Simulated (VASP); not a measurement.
Output of a VASP run:

OSZICAR:
```
       N       E                     dE             d eps       ncg     rms          rms(c)
DAV:   1     0.384548096977E+01    0.38455E+01   -0.31307E+03   384   0.751E+02
DAV:   2    -0.160792968580E+02   -0.19925E+02   -0.18394E+02   496   0.839E+01
DAV:   3    -0.167406188188E+02   -0.66132E+00   -0.66132E+00   504   0.210E+01
DAV:   4    -0.167417305120E+02   -0.11117E-02   -0.11117E-02   528   0.901E-01
DAV:   5    -0.167417341166E+02   -0.36046E-05   -0.36046E-05   536   0.434E-02    0.692E+00
DAV:   6    -0.157201212639E+02    0.10216E+01   -0.85620E-01   392   0.567E+00    0.352E+00
DAV:   7    -0.153704776188E+02    0.34964E+00   -0.11066E+00   408   0.687E+00    0.513E-01
DAV:   8    -0.153792517356E+02   -0.87741E-02   -0.18606E-02   416   0.111E+00    0.972E-02
DAV:   9    -0.153790886199E+02    0.16312E-03   -0.80776E-04   568   0.216E-01    0.170E-02
DAV:  10    -0.153791038815E+02   -0.15262E-04   -0.28751E-05   440   0.521E-02    0.995E-03
DAV:  11    -0.153791031733E+02    0.70817E-06   -0.54362E-06   520   0.125E-02    0.137E-03
DAV:  12    -0.153791031900E+02   -0.16657E-07   -0.12672E-07   368   0.325E-03
   1 F= -.15379103E+02 E0= -.15379103E+02  d E =-.153791E+02
       N       E                     dE             d eps       ncg     rms          rms(c)
DAV:   1    -0.153793879351E+02   -0.28476E-03   -0.33442E-03   464   0.457E-01    0.238E-02
DAV:   2    -0.153793832339E+02    0.47012E-05   -0.23248E-05   424   0.428E-02    0.143E-02
DAV:   3    -0.153793805411E+02    0.26927E-05   -0.11100E-05   472   0.201E-02    0.137E-03
DAV:   4    -0.153793806135E+02   -0.72427E-07   -0.19269E-07   432   0.372E-03
   2 F= -.15379381E+02 E0= -.15379381E+02  d E =-.277424E-03
       N       E                     dE             d eps       ncg     rms          rms(c)
DAV:   1    -0.153796176130E+02   -0.23707E-03   -0.12190E-02   464   0.872E-01    0.454E-02
DAV:   2    -0.153796009139E+02    0.16699E-04   -0.84563E-05   424   0.817E-02    0.273E-02
DAV:   3    -0.153795914877E+02    0.94263E-05   -0.40135E-05   472   0.383E-02    0.260E-03
DAV:   4    -0.153795917240E+02   -0.23636E-06   -0.70101E-07   424   0.709E-03    0.121E-03
DAV:   5    -0.153795918116E+02   -0.87536E-07   -0.66262E-08   272   0.209E-03
   3 F= -.15379592E+02 E0= -.15379592E+02  d E =-.488622E-03
```

### OUTCAR
```
------------------------ aborting loop because EDIFF is reached ----------------------------------------
  FORCE on cell =-STRESS in cart. coord.  units (eV):
  Direction    XX          YY          ZZ          XY          YZ          ZX
  --------------------------------------------------------------------------------------
  Total        0.6417878      0.6417878      0.6595918      0.0000000      0.0000000      0.0000000
  in kB       17.5435930     17.5435930     18.0302740      0.0000000      0.0000000      0.0000000
  external PRESSURE =      17.7058200 kB  Pullay stress =       0.0000000 kB
  volume of cell :       58.61
      direct lattice vectors                 reciprocal lattice vectors
     4.435352694  0.000000000  0.000000000     0.225461213 -0.000000000  0.000000000
     0.000000000  4.435352694  0.000000000    -0.000000000  0.225461213  0.000000000
     0.000000000  0.000000000  2.979388593     0.000000000  0.000000000  0.335639333
 POSITION                                       TOTAL-FORCE (eV/Angst)
 -----------------------------------------------------------------------------------
      0.00000      0.00000      0.00000        -0.000000      0.000000      0.000000
      2.21768      2.21768      1.48969        -0.000000      0.000000      0.000000
      1.34750      1.34750      0.00000         0.004093      0.004093     -0.000000
      3.56518      0.87017      1.48969         0.004093     -0.004093      0.000000
      0.87017      3.56518      1.48969        -0.004093      0.004093     -0.000000
      3.08785      3.08785      0.00000        -0.004093     -0.004093      0.000000
 -----------------------------------------------------------------------------------
    total drift:                                0.000000      0.000000      0.000000
  FREE ENERGIE OF THE ION-ELECTRON SYSTEM (eV)
  ---------------------------------------------------
  free  energy   TOTEN  =       -15.3795918116 eV

  energy  without entropy=      -15.3795918116  energy(sigma->0) =      -15.37959181

 reached required accuracy - stopping structural energy minimisation
```
(Selected blocks of OUTCAR.)

### POSCAR
```
MgH2
1
    4.4431779419     0.0000000000     0.0000000000
    0.0000000000     4.4431779419     0.0000000000
    0.0000000000     0.0000000000     2.9689033392
Mg H
2 4
Direct
  1.0000000000   0.0000000000   1.0000000000
  0.5000000000   0.5000000000   0.5000000000
  0.3042068298   0.3042068298   0.0000000000
  0.8042068298   0.1957931702   0.5000000000
  0.1957931702   0.8042068298   0.5000000000
  0.6957931702   0.6957931702   1.0000000000
```

Task: Reconstruct the remaining input files.

Result: One answer among several that fit: the input of the run itself, rev-vdW-DF2, plane waves, VASP's PBE PAW potentials (set 64).

File KPOINTS:
```
Automatic mesh
0
Gamma
5 5 7
0 0 0
```

INCAR:
```
# general
SYSTEM   = MgH2
PREC     = Accurate
ENCUT    = 520
LREAL    = F
LASPH    = T

# electronic loop
EDIFF    = 1E-7
NELM     = 100
ALGO     = Normal

# smearing
ISMEAR   = 0
SIGMA    = 0.05

# functional
GGA      = MK
LUSE_VDW = T
AGGAC    = 0.0
PARAM1   = 0.1234568
PARAM2   = 0.7114
ZAB_VDW  = -1.8867

# ions
IBRION   = 2
NSW      = 30
ISIF     = 4
EDIFFG   = -0.01

# output
LWAVE    = F
LCHARG   = F
```

POTCAR, in this order: Mg H (PBE.64 set). Program: vasp_std.

The compound is MgH2 in the rutile structure. This cell is one point of a volume scan, at 0.97 of the reference volume. Symmetry was kept, so distortions that lower it aren't found.
